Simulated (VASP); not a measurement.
Given:

```
CELL_PARAMETERS angstrom
      1.65500    -2.86654     0.00000
      1.65500     2.86654     0.00000
      0.00000     0.00000     5.27000
ATOMIC_POSITIONS crystal
  Sc 0.33333 0.66667 0.25000
  Sc 0.66667 0.33333 0.75000
```

These are revPBE GGA, VASP's PBE PAW potentials (set 64) (plane waves; VASP) values and carry that method's errors. Settings: 520 eV cut-off, 11×11×6 Γ-centred mesh, first-order Methfessel-Paxton smearing of 0.10 eV, potentials Sc_sv.

The ions, cell shape and volume are relaxed. Predict the relaxed structure.

```
CELL_PARAMETERS angstrom
      1.67479    -2.90082     0.00000
      1.67479     2.90082     0.00000
      0.00000     0.00000     5.21487
ATOMIC_POSITIONS crystal
  Sc 0.33333 0.66667 0.25000
  Sc 0.66667 0.33333 0.75000
```
Space group P6_3/mmc (194), at a tolerance of 0.03 Å.

How do energy and volume change from the first to the last step?

The energy (σ→0) changes by -2.8 meV/atom and the volume by +1.3 %, in 5 ionic steps.

```csv
step,E(σ→0) (eV),max force (eV/Å),pressure (GPa),volume (Å³)
1,-11.9890,0.000,0.73,50.00
2,-11.9936,0.000,-0.16,50.83
3,-11.9937,0.000,-0.30,50.95
4,-11.9945,0.000,-0.09,50.73
5,-11.9946,0.000,-0.04,50.67
```

The compound is Sc in the hcp structure. This run relaxes it. Symmetry was kept, so distortions that lower it aren't found.
